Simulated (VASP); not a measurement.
Given:

```
CELL_PARAMETERS angstrom
      3.64739     0.00000     0.00000
      0.00000     3.64739     0.00000
      0.00000     0.00000     3.64739
ATOMIC_POSITIONS crystal
  La 0.00000 0.00000 0.00000
  P  0.50000 0.50000 0.50000
```

Computed with r2SCAN meta-GGA, VASP's PBE PAW potentials (set 64) (plane waves; VASP). Run with 480 eV cut-off, 10×10×10 Γ-centred mesh, first-order Methfessel-Paxton smearing of 0.10 eV, potentials La P.

Each row applies one change to this cell, which was relaxed at other settings and keeps the small stress of the first row; at a fixed cut-off the stress holds a Pulay part, so it need not integrate to ΔE exactly. Stress is in GPa, positive when the cell is compressed.

```tsv
change	ΔE (meV/atom)	σxx	σyy	σzz	largest shear component, with its sign (GPa)	largest force (eV/Å)
none	0.0	-0.06	-0.06	-0.06	0.00	0.000
uniaxial strain of -4.0 % along x	18.7	5.84	1.82	1.82	0.00	0.000
biaxial strain of -4.0 % in the xz plane	50.2	9.03	3.71	9.03	0.00	0.000
isotropic strain of +1.5 %	11.3	-3.20	-3.20	-3.20	0.00	0.000
uniaxial strain of -1.5 % along z	2.4	0.64	0.64	2.19	0.00	0.000
atom 1 (La) moved by 0.200 Å along x	(withheld)	(withheld)	(withheld)	(withheld)	(withheld)	(withheld)
biaxial strain of +3.0 % in the xz plane	(withheld)	(withheld)	(withheld)	(withheld)	(withheld)	(withheld)
atom 1 (La) moved by 0.075 Å along y	0.7	0.17	-0.31	0.17	0.00	0.046
```

Q: What belongs in the gaps?

A: 
- atom 1 (La) moved by 0.200 Å along x, ΔE (meV/atom): 7.0
- atom 1 (La) moved by 0.200 Å along x, σxx: -0.24
- atom 1 (La) moved by 0.200 Å along x, σyy: 1.28
- atom 1 (La) moved by 0.200 Å along x, σzz: 1.28
- atom 1 (La) moved by 0.200 Å along x, largest shear component, with its sign (GPa): 0.00
- atom 1 (La) moved by 0.200 Å along x, largest force (eV/Å): 0.176
- biaxial strain of +3.0 % in the xz plane, ΔE (meV/atom): 25.0
- biaxial strain of +3.0 % in the xz plane, σxx: -5.42
- biaxial strain of +3.0 % in the xz plane, σyy: -1.74
- biaxial strain of +3.0 % in the xz plane, σzz: -5.42
- biaxial strain of +3.0 % in the xz plane, largest shear component, with its sign (GPa): 0.00
- biaxial strain of +3.0 % in the xz plane, largest force (eV/Å): 0.000

Failed runs are left out, and for metals the shear rows, which the mesh's noise covers.

The structure was generated: LaP was put into the CsCl type (Pm-3m), which need not be its known phase.
